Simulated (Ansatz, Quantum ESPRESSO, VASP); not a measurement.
# BP (P6_3mc, 4 atoms in the cell) computed with different codes at matched settings

Self-consistent single point.

```yaml
crystal:
  lattice:
    - [3.18832, 0.00000, 0.00000]
    - [-1.59416, 2.76117, 0.00000]
    - [0.00000, 0.00000, 5.29007]
  atoms:
    - { symbol: B, position: [0.66667, 0.33333, 0.50041] }
    - { symbol: B, position: [0.33333, 0.66667, 0.00041] }
    - { symbol: P, position: [0.66667, 0.33333, 0.87459] }
    - { symbol: P, position: [0.33333, 0.66667, 0.37459] }
```

Shared settings, as Ansatz (an electronic-structure program) writes them: kpoints.mp_grid.grid = 10 10 5; scf.occupations.method = fixed. Potentials and cutoffs stand in the table.

```tsv
code	model	pressure (GPa)	largest force (eV/Å)	gap on the mesh (eV)	cutoff
Quantum ESPRESSO	PBEsol, SSSP 1.1.2 precision (PBE) pseudopotentials	-1.03	0.007	0.987	50 Ry
Ansatz	PBEsol, default PAW files made with PBE	-1.57	0.004	1.012	30.9 Ry
VASP	PBEsol, VASP's PBE PAW potentials (set 64)	–	–	1.004	400 eV
```

A dash marks a value that a program does not give, or that is left out as unsure.

Gaps are read on the mesh.

The spread over the programs that give each value: pressure within 0.54 GPa; largest force within 0.003 eV/Å; gap on the mesh within 0.025 eV.

Ansatz's pressure is given at a fixed set of plane waves, as the other plane-wave codes print theirs; with its correction for the finite basis it is -1.44 GPa.

VASP's run is marked for a possible Pulay error in its stress at this cutoff; no cutoff test was made.

VASP ran the fixed occupations as a Gaussian smearing of 0.01 eV.

The starting cell comes from a database of computed structures (which also holds hypothetical and non-ambient phases and stackings), without a prior relaxation at this level.

Left out of this page: ABINIT, GPAW, CP2K, FLEUR and SIESTA (not drawn, or without a comparable value).

Keys are those of Ansatz 0.2.
